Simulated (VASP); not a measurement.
CdW3, 4 atoms in the cell. It takes space group Pm-3m (No. 221, cubic). Conventional cell: a = 4.056 Å, b = 4.056 Å, c = 4.056 Å, α = 90.00°, β = 90.00°, γ = 90.00°. Cd (site symmetry m-3m) has 12 W at 2.87 Å as nearest neighbours. W (site symmetry 4/mmm) is surrounded by 4 Cd at 2.87 Å and 8 W at 2.87 Å. The cell was built by a generator and needn't be a form met in nature.

| Quantity | Value |
| --- | --- |
| Program | VASP 6.6.1 |
| Task | single point |
| Functional | PBE |
| Potentials or basis | VASP PAW PBE potentials, release 64 (Cd, W_sv) |
| Cutoff | 520 eV |
| k mesh | 12 × 12 × 12 |
| Occupations | gaussian, width 0.1 eV |
| Spin | no spin polarisation |
| Dipole correction | no |
| Further INCAR settings | ALGO = Fast; EDIFF = 1e-06; NBANDS = 35 |

Potentials or basis: VASP PAW PBE potentials, release 64 (Cd, W_sv).

Command:

```console
$ cat potpaw_PBE.64/Cd/POTCAR potpaw_PBE.64/W_sv/POTCAR > POTCAR
$ mpirun -np 1 vasp_std > vasp.out
```

Hardware: 1 thread of Intel(R) Xeon(R) Platinum 8488C (Sapphire Rapids) (shared host).

**Question.** How long does it take, and how much memory?

**Answer.** It took 2 min on 1 thread of Intel(R) Xeon(R) Platinum 8488C (Sapphire Rapids) (shared host), peak memory 0.28 GiB. Counts: scf iterations 14, k points 84.
